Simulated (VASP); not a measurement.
# SnSe2: what each functional gives, and what it costs, part 5 of 9

Wanted: bands and gap of SnSe2 from one functional after another. LASPH is on for some levels and off for others; the table marks which. The start is a cell from a database of measured crystal structures.

VASP 6.6.1, plane waves and PAW; the level of theory is named at each step.

Still holding for the runs below: Spin-orbit coupling is off here; it can split and shift levels that hold much weight on Sn by tenths of an eV or more.

So far, least gap on mesh and path (eV): step 2 (bands, level LDA, k 4×4×3) 0.576; step 5 (bands, level r2SCAN, k 4×4×3) 1.02; step 6 (bands, level TB-mBJ, k 4×4×3) 1.37; step 7 (bands, level TPSS, k 4×4×3) 0.765; step 9 (bands, level HSE06, k 4×4×3) 1.46.

## 10. Bands with r2SCAN0, k 4×4×3

This step: r2SCAN0; plane waves and PAW (Sn_d, Se) (VASP 6.6.1).

r2SCAN0 replaces a quarter of the r2SCAN exchange by unscreened exact exchange.

File INCAR:

```
SYSTEM = SnSe2
PREC = Accurate
ENCUT = 400
EDIFF = 1E-06
NELM = 100
ISMEAR = 0
SIGMA = 0.02
LREAL = .FALSE.
ALGO = Normal
LHFCALC = .TRUE.
AEXX = 0.25
METAGGA = R2SCAN
LASPH = .TRUE.
NBANDS = 19
PRECFOCK = Fast
HFRCUT = -1
LORBIT = 11
LWAVE = .FALSE.
LCHARG = .FALSE.
KPAR = 4
```

File POSCAR:

```
SnSe2
1.0
    3.8110000000      0.0000000000      0.0000000000
   -1.9055000000      3.3004228138      0.0000000000
    0.0000000000      0.0000000000      6.1360000000
Sn Se
1 2
Direct
    0.0000000000      0.0000000000      0.0000000000
    0.3333333333      0.6666666667      0.2490000000
    0.6666666667      0.3333333333      0.7510000000
```

File KPOINTS:

```
Automatic mesh
0
Gamma
4 4 3
0 0 0
```

File KPOINTS_OPT:

```
Line mode
6
Line-mode
Reciprocal
  0.00000000   0.00000000   0.00000000 GAMMA
  0.50000000   0.00000000   0.00000000 M

  0.50000000   0.00000000   0.00000000 M
  0.33333333   0.33333333   0.00000000 K

  0.33333333   0.33333333   0.00000000 K
  0.00000000   0.00000000   0.00000000 GAMMA

  0.00000000   0.00000000   0.00000000 GAMMA
  0.00000000   0.00000000   0.50000000 A

  0.00000000   0.00000000   0.50000000 A
  0.50000000   0.00000000   0.50000000 L

  0.50000000   0.00000000   0.50000000 L
  0.33333333   0.33333333   0.50000000 H

  0.33333333   0.33333333   0.50000000 H
  0.00000000   0.00000000   0.50000000 A

  0.50000000   0.00000000   0.50000000 L
  0.50000000   0.00000000   0.00000000 M

  0.33333333   0.33333333   0.00000000 K
  0.33333333   0.33333333   0.50000000 H
```

PAW data sets: Sn_d and Se (PBE family, release 64).

On the command line:

```
$ mpirun -np 4 vasp_std
```

Numbers of over 12 decimals in the logs are rounded to 6 here.

Output:

```text
[banner, memory and clock lines left out]
running    4 mpi-ranks, on    1 nodes
[...]
[... a notice as in an earlier step ...]

 LDA part: xc-table for (None), standard interpolation
 found WAVECAR, reading the header
 POSCAR, INCAR and KPOINTS ok, starting setup
[...]
HFRCUT set to (new)   9.598768
 reading WAVECAR
 the WAVECAR file was read successfully
 initial charge from wavefunction
 entering main loop
       N       E                     dE             d eps       ncg     rms          rms(c)
DAV:   1    -0.483694119573E+02   -0.48369E+02   -0.11221E+00   345   0.995E+00    0.266E+00
DAV:   2    -0.483882404536E+02   -0.18828E-01   -0.77477E-02   389   0.190E+00    0.188E+00
DAV:   3    -0.483857604066E+02    0.24800E-02   -0.11324E-02   511   0.788E-01    0.120E+00
DAV:   4    -0.483859288203E+02   -0.16841E-03   -0.30127E-03   456   0.356E-01    0.722E-01
[...]
DAV:   9    -0.483859561316E+02    0.17710E-05   -0.20769E-06   317   0.135E-02    0.525E-02
[...]
1 F= -.48385954E+02 E0= -.48385954E+02  d E =-.288938E-38
 Start KPOINTS_OPT (optional k-point list driver)
k-point batch [1-9\54]
       N       E                     dE             ncg
DAV:   1    -0.655250543317E+01   -0.43889E+04      351
DAV:   2    -0.195772169190E+04   -0.19512E+04      369
DAV:   3    -0.221548991655E+04   -0.25777E+03      391
DAV:   4    -0.223037725657E+04   -0.14887E+02      406
DAV:   5    -0.223074275408E+04   -0.36550E+00      448
DAV:   6    -0.223075008122E+04   -0.73271E-02      414
DAV:   7    -0.223075036420E+04   -0.28297E-03      491
DAV:   8    -0.223075037200E+04   -0.78074E-05      355
DAV:   9    -0.223075037235E+04   -0.34514E-06      304
[...]
k-point batch [46-54\54]
       N       E                     dE             ncg
DAV:   1    -0.226717641127E+03   -0.74389E+04      348
DAV:   2    -0.208034994829E+04   -0.18536E+04      353
DAV:   3    -0.229103026606E+04   -0.21068E+03      391
DAV:   4    -0.229973431249E+04   -0.87040E+01      426
DAV:   5    -0.229993462925E+04   -0.20032E+00      467
DAV:   6    -0.229994063096E+04   -0.60017E-02      494
DAV:   7    -0.229994077940E+04   -0.14843E-03      473
DAV:   8    -0.229994078193E+04   -0.25306E-05      390
DAV:   9    -0.229994078213E+04   -0.19675E-06      323
```

The job ended after 4 min (4 MPI ranks of Intel Xeon 6975P-C (Granite Rapids), shared host; peak memory 0.9 GiB; 16 min of CPU time).

Parts of OUTCAR (step 10):

```text
 POSITION                                       TOTAL-FORCE (eV/Angst)
 -----------------------------------------------------------------------------------
      0.00000      0.00000      0.00000        -0.000000     -0.000000     -0.000000
     -0.00000      2.20028      1.52786        -0.000000     -0.000000      0.116055
      1.90550      1.10014      4.60814         0.000000      0.000000     -0.116055
 -----------------------------------------------------------------------------------
    total drift:                                0.000000     -0.000000      0.000000

  FREE ENERGIE OF THE ION-ELECTRON SYSTEM (eV)
  ---------------------------------------------------
  free  energy   TOTEN  =       -48.3859544871 eV

  energy  without entropy=      -48.3859544871  energy(sigma->0) =      -48.38595449

[... 2 parts as in an earlier step ...]

[... 1 further part left out ...]
[key lines of the parts left out:]
E-fermi :   3.2683
```

The k-mesh is coarse for unscreened exact exchange, which converges slowly with it.

The electronic bands at the labelled points (eV, zero at the valence-band top; v1 is the highest filled band, c1 the lowest empty one):

| point | v4 | v3 | v2 | v1 | c1 | c2 | c3 | c4 |
| --- | --- | --- | --- | --- | --- | --- | --- | --- |
| Γ | -0.85 | -0.47 | -0.47 | -0.04 | 2.80 | 4.79 | 6.55 | 6.55 |
| 0.60 of the way | -3.03 | -2.54 | -0.46 | -0.24 | 3.32 | 5.93 | 7.49 | 7.81 |
| M | -3.29 | -3.05 | -1.28 | -0.37 | 2.66 | 5.67 | 7.27 | 7.45 |
| 0.40 of the way | -3.50 | -3.24 | -1.33 | -1.11 | 3.02 | 6.78 | 6.99 | 8.29 |
| K | -4.16 | -3.77 | -1.73 | -1.73 | 3.00 | 8.82 | 8.82 | 9.42 |
| 0.40 of the way | -4.03 | -2.03 | -1.70 | -0.44 | 3.66 | 7.26 | 7.72 | 8.00 |
| Γ | -0.85 | -0.47 | -0.47 | -0.04 | 2.80 | 4.79 | 6.55 | 6.55 |
| 0.40 of the way | -0.89 | -0.89 | -0.41 | -0.41 | 3.42 | 4.81 | 6.43 | 6.43 |
| A | -0.95 | -0.95 | -0.30 | -0.30 | 4.22 | 4.79 | 6.23 | 6.23 |
| 0.40 of the way | -1.89 | -1.82 | -1.55 | -0.39 | 3.69 | 6.28 | 7.32 | 7.73 |
| L | -2.86 | -2.22 | -0.93 | -0.80 | 2.40 | 6.10 | 6.73 | 7.72 |
| 0.60 of the way | -4.25 | -3.36 | -0.63 | -0.46 | 3.71 | 6.63 | 7.06 | 7.98 |
| H | -4.74 | -4.19 | -0.45 | -0.45 | 4.31 | 6.66 | 6.66 | 8.29 |
| 0.40 of the way | -3.53 | -2.54 | -0.90 | -0.84 | 3.90 | 6.54 | 7.89 | 7.95 |
| A | -0.95 | -0.95 | -0.30 | -0.30 | 4.22 | 4.79 | 6.23 | 6.23 |
| jump to L | -2.86 | -2.22 | -0.93 | -0.80 | 2.40 | 6.10 | 6.73 | 7.72 |
| 0.40 of the way | -2.93 | -2.68 | -0.86 | -0.65 | 2.31 | 5.94 | 7.38 | 7.94 |
| M | -3.29 | -3.05 | -1.28 | -0.37 | 2.66 | 5.67 | 7.27 | 7.45 |
| jump to K | -4.16 | -3.77 | -1.73 | -1.73 | 3.00 | 8.82 | 8.82 | 9.42 |
| 0.60 of the way | -4.57 | -4.05 | -0.89 | -0.89 | 3.80 | 7.31 | 7.31 | 8.72 |
| H | -4.74 | -4.19 | -0.45 | -0.45 | 4.31 | 6.66 | 6.66 | 8.29 |

Of the projections kept (Sn, Se), the largest for each band there, as a share of the weight inside these atoms' spheres; weight between the spheres isn't counted:

| point | v4 | v3 | v2 | v1 | c1 | c2 | c3 | c4 |
| --- | --- | --- | --- | --- | --- | --- | --- | --- |
| Γ | Se 0.77 | Se 0.91 | Se 0.91 | Se 0.89 | Se 0.52 | Sn 0.60 | Sn 0.70 | Sn 0.70 |
| M | Se 0.77 | Se 0.67 | Se 0.89 | Se 0.91 | Se 0.51 | Sn 0.57 | Se 0.65 | Sn 0.59 |
| K | Se 0.69 | Se 0.63 | Se 0.92 | Se 0.92 | Se 0.54 | Se 0.58 | Se 0.58 | Se 0.76 |
| Γ | Se 0.77 | Se 0.91 | Se 0.91 | Se 0.89 | Se 0.52 | Sn 0.60 | Sn 0.70 | Sn 0.70 |
| A | Se 0.79 | Se 0.79 | Se 0.90 | Se 0.90 | Se 0.55 | Sn 0.64 | Sn 0.72 | Sn 0.72 |
| L | Se 0.66 | Se 0.75 | Se 0.90 | Se 0.92 | Se 0.51 | Se 0.67 | Sn 0.64 | Se 0.51 |

The electronic bands as a text plot (rows in eV, shown from -8.0 to 6.2 only):

```
    5.9 |  +++++++          ++    ++    +++         ++  +++++
    5.3 | +                 ++      +                 ++
    4.7 |+                    ++++++                    +
    4.2 |  ++             ++      +++         +++++++++++       +
    3.6 | +  ++         ++  ++  ++   ++      +                ++
    3.0 |+     + +++++++      ++       +    +                +
    2.4 |       +                       ++++             ++++
    1.8 |
    1.2 |
    0.6 |
    0.0 |******           *****     *
   -0.6 |*   *****      **  *********************************   *
   -1.2 | *    *****  **  **    *****  ****       ****  *  ** **
   -1.8 | ***      *******  **   *  ***             ****     *
   -2.4 |    **                   ***  *****      **  ****
   -3.0 |    ******   **  **         ** *****       **   ****
   -3.6 |  **  *******    **                **  ******      **
   -4.1 |    **    *******             *     *****           ****
   -4.7 |      *****  **                      ******        *  **
   -5.3 |                         **    ******          ****
   -5.9 |                        *  ***               **
   -6.5 |****             *******                   **
   -7.1 |    **         **             *          **
   -7.7 |      ***    **                **      **         **
         Γ      M    K        Γ   A       L    H       A|L M|K  H
```

The gap is 2.31 eV, indirect. Against LDA that is +1.73 eV; this run took 14 times the core time, on fewer points of the path.

## 11. Bands with HSE03, k 4×4×3

This step: HSE03; plane waves and PAW (Sn_d, Se) (VASP 6.6.1).

HSE03, as typed here, screens exact exchange more strongly than HSE06 (HFSCREEN 0.3 against 0.2).

Changes to INCAR since step 10:

```diff
@@ -11,3 +11,4 @@
 AEXX = 0.25
-METAGGA = R2SCAN
+GGA = PE
+HFSCREEN = 0.3
 LASPH = .TRUE.
@@ -15,3 +16,2 @@
 PRECFOCK = Fast
-HFRCUT = -1
 LORBIT = 11
```

POSCAR is that of step 10.

KPOINTS is that of step 10.

KPOINTS_OPT is that of step 10.

On the command line:

```
$ mpirun -np 4 vasp_std
```

Output:

```text
[... set-up lines as in an earlier step ...]
 entering main loop
       N       E                     dE             d eps       ncg     rms          rms(c)
DAV:   1    -0.138975237507E+02   -0.13898E+02   -0.62808E-01   348   0.705E+00    0.211E+00
DAV:   2    -0.139039531063E+02   -0.64294E-02   -0.35840E-02   368   0.112E+00    0.137E+00
DAV:   3    -0.139025496959E+02    0.14034E-02   -0.28867E-03   492   0.354E-01    0.814E-01
DAV:   4    -0.139021725123E+02    0.37718E-03   -0.46586E-04   383   0.162E-01    0.459E-01
DAV:   5    -0.139020447101E+02    0.12780E-03   -0.81979E-05   375   0.832E-02    0.257E-01
DAV:   6    -0.139020015437E+02    0.43166E-04   -0.29062E-05   366   0.462E-02    0.141E-01
DAV:   7    -0.139019893566E+02    0.12187E-04   -0.95061E-06   386   0.233E-02    0.782E-02
DAV:   8    -0.139019863047E+02    0.30520E-05   -0.22878E-06   348   0.116E-02    0.440E-02
DAV:   9    -0.139019858442E+02    0.46043E-06   -0.61952E-07   189   0.660E-03
   1 F= -.13901986E+02 E0= -.13901986E+02  d E =-.322206E-23
 Start KPOINTS_OPT (optional k-point list driver)
k-point batch [1-9\54]
       N       E                     dE             ncg
DAV:   1     0.992700489294E+02   -0.42831E+04      351
DAV:   2    -0.173964522264E+04   -0.18389E+04      369
DAV:   3    -0.198388541413E+04   -0.24424E+03      399
DAV:   4    -0.199921333772E+04   -0.15328E+02      398
DAV:   5    -0.199956864087E+04   -0.35530E+00      453
DAV:   6    -0.199957546409E+04   -0.68232E-02      414
DAV:   7    -0.199957570923E+04   -0.24514E-03      499
DAV:   8    -0.199957571386E+04   -0.46293E-05      355
DAV:   9    -0.199957571407E+04   -0.21223E-06      283
[...]
k-point batch [46-54\54]
       N       E                     dE             ncg
DAV:   1    -0.102419519577E+03   -0.73146E+04      348
DAV:   2    -0.185312626467E+04   -0.17507E+04      353
DAV:   3    -0.205648110067E+04   -0.20335E+03      399
DAV:   4    -0.206528572418E+04   -0.88046E+01      426
DAV:   5    -0.206548091114E+04   -0.19519E+00      467
DAV:   6    -0.206548597785E+04   -0.50667E-02      473
DAV:   7    -0.206548622653E+04   -0.24868E-03      510
DAV:   8    -0.206548622934E+04   -0.28024E-05      401
DAV:   9    -0.206548622941E+04   -0.71995E-07      304
```

Wall time 3.6 min (4 MPI ranks); peak memory 1.2 GiB.

Parts of OUTCAR (step 11):

```text
 POSITION                                       TOTAL-FORCE (eV/Angst)
 -----------------------------------------------------------------------------------
      0.00000      0.00000      0.00000        -0.000000      0.000000      0.000000
     -0.00000      2.20028      1.52786         0.000000     -0.000000      0.298611
      1.90550      1.10014      4.60814         0.000000      0.000000     -0.298611
 -----------------------------------------------------------------------------------
    total drift:                               -0.000000     -0.000000     -0.000000

  FREE ENERGIE OF THE ION-ELECTRON SYSTEM (eV)
  ---------------------------------------------------
  free  energy   TOTEN  =       -13.9019858442 eV

  energy  without entropy=      -13.9019858442  energy(sigma->0) =      -13.90198584

[... 2 parts as in an earlier step ...]

[... 1 further part left out ...]
[key lines of the parts left out:]
E-fermi :   3.8502
```

The electronic bands at the labelled points (eV, zero at the valence-band top; v1 is the highest filled band, c1 the lowest empty one):

| point | v4 | v3 | v2 | v1 | c1 | c2 | c3 | c4 |
| --- | --- | --- | --- | --- | --- | --- | --- | --- |
| Γ | -0.78 | -0.43 | -0.43 | -0.05 | 1.70 | 3.58 | 5.36 | 5.36 |
| 0.60 of the way | -2.90 | -2.42 | -0.45 | -0.20 | 2.24 | 4.71 | 6.27 | 6.58 |
| M | -3.15 | -2.91 | -1.25 | -0.34 | 1.62 | 4.46 | 6.07 | 6.24 |
| 0.40 of the way | -3.40 | -3.11 | -1.28 | -1.09 | 2.01 | 5.57 | 5.81 | 7.04 |
| K | -3.99 | -3.62 | -1.65 | -1.65 | 1.97 | 7.51 | 7.51 | 8.15 |
| 0.40 of the way | -3.86 | -1.98 | -1.67 | -0.42 | 2.59 | 6.05 | 6.46 | 6.75 |
| Γ | -0.78 | -0.43 | -0.43 | -0.05 | 1.70 | 3.58 | 5.36 | 5.36 |
| 0.40 of the way | -0.82 | -0.82 | -0.37 | -0.37 | 2.32 | 3.59 | 5.25 | 5.25 |
| A | -0.87 | -0.87 | -0.27 | -0.27 | 3.07 | 3.56 | 5.06 | 5.06 |
| 0.40 of the way | -1.81 | -1.73 | -1.51 | -0.36 | 2.60 | 5.06 | 6.12 | 6.48 |
| L | -2.73 | -2.16 | -0.92 | -0.75 | 1.36 | 4.92 | 5.53 | 6.47 |
| 0.60 of the way | -4.10 | -3.24 | -0.62 | -0.44 | 2.63 | 5.44 | 5.83 | 6.73 |
| H | -4.54 | -4.01 | -0.43 | -0.43 | 3.19 | 5.45 | 5.45 | 7.04 |
| 0.40 of the way | -3.42 | -2.45 | -0.89 | -0.81 | 2.83 | 5.35 | 6.65 | 6.68 |
| A | -0.87 | -0.87 | -0.27 | -0.27 | 3.07 | 3.56 | 5.06 | 5.06 |
| jump to L | -2.73 | -2.16 | -0.92 | -0.75 | 1.36 | 4.92 | 5.53 | 6.47 |
| 0.40 of the way | -2.80 | -2.59 | -0.83 | -0.60 | 1.27 | 4.74 | 6.17 | 6.68 |
| M | -3.15 | -2.91 | -1.25 | -0.34 | 1.62 | 4.46 | 6.07 | 6.24 |
| jump to K | -3.99 | -3.62 | -1.65 | -1.65 | 1.97 | 7.51 | 7.51 | 8.15 |
| 0.60 of the way | -4.38 | -3.88 | -0.85 | -0.85 | 2.71 | 6.07 | 6.07 | 7.45 |
| H | -4.54 | -4.01 | -0.43 | -0.43 | 3.19 | 5.45 | 5.45 | 7.04 |

Of the projections kept (Sn, Se), the largest for each band there, as a share of the weight inside these atoms' spheres; weight between the spheres isn't counted:

| point | v4 | v3 | v2 | v1 | c1 | c2 | c3 | c4 |
| --- | --- | --- | --- | --- | --- | --- | --- | --- |
| Γ | Se 0.77 | Se 0.91 | Se 0.91 | Se 0.89 | Se 0.53 | Sn 0.59 | Sn 0.69 | Sn 0.69 |
| M | Se 0.77 | Se 0.68 | Se 0.88 | Se 0.92 | Se 0.53 | Sn 0.57 | Se 0.66 | Sn 0.58 |
| K | Se 0.68 | Se 0.63 | Se 0.93 | Se 0.93 | Se 0.55 | Se 0.59 | Se 0.59 | Sn 0.50 |
| Γ | Se 0.77 | Se 0.91 | Se 0.91 | Se 0.89 | Se 0.53 | Sn 0.59 | Sn 0.69 | Sn 0.69 |
| A | Se 0.79 | Se 0.79 | Se 0.90 | Se 0.90 | Se 0.55 | Sn 0.64 | Sn 0.72 | Sn 0.72 |
| L | Se 0.66 | Se 0.74 | Se 0.90 | Se 0.92 | Se 0.53 | Se 0.68 | Sn 0.64 | Se 0.51 |

The electronic bands as a text plot (rows in eV, shown from -8.0 to 5.1 only):

```
    4.8 |    +++ +          ++    ++ ++ ++++        ++  +++
    4.2 | +++   +           ++      +                 ++   ++
    3.7 |+                    ++++++                    +
    3.2 |                 ++      +++         ++++    +++       +
    2.6 | +++           ++  ++   +   ++      +    ++++        ++
    2.1 |    ++   ++++++       ++      +    +                +
    1.5 |+     +++            +         ++++             ++++
    1.0 |
    0.4 |
   -0.1 |********         *************               ***  **
   -0.7 |*   **  *      **  *********  ********************    **
   -1.2 | *    ****** **  **        *  ***          ****   ** *
   -1.7 | ***      *******  **   *  ***             ****     *
   -2.3 |    **                   ***  *****      **  ****
   -2.8 |    *****    **  **         ** *****       **   ****
   -3.4 |  **  *******    **                **  ******      *
   -3.9 |          *******                   *****           ****
   -4.5 |    ***  *** **               *      **  **          ***
   -5.0 |       **                      ** ***  **       ****
   -5.5 |                         ***     *           ***
   -6.1 |                       **   **             **
   -6.6 |******           ******       *
   -7.2 |      *        **                        **
   -7.7 |       ********                **********       ********
         Γ      M    K        Γ   A       L    H       A|L M|K  H
```

The gap is 1.27 eV, indirect. Against LDA that is +0.69 eV; this run took 12 times the core time, on fewer points of the path.

(Part 5 of 9 ends here.)

[Lines on the potential files, build, host, timing and source positions are cut from VASP's logs without a mark.]

[Logs are printed without paths, hosts, clocks, repeated set-up lines and the standing remarks that a program may print on its own settings, such as how far it seeks lower states.]

[Hosts, paths, dates, database ids (printed as entryN), source tags and the programs' standing remarks are cut or masked in the printed files.]

[A measured line is paired with the nearest computed mode of its activity, which favours agreement.]

[In band tables of VASP the shares of atoms and orbitals are scaled to a sum of 1 inside the atoms' spheres.]
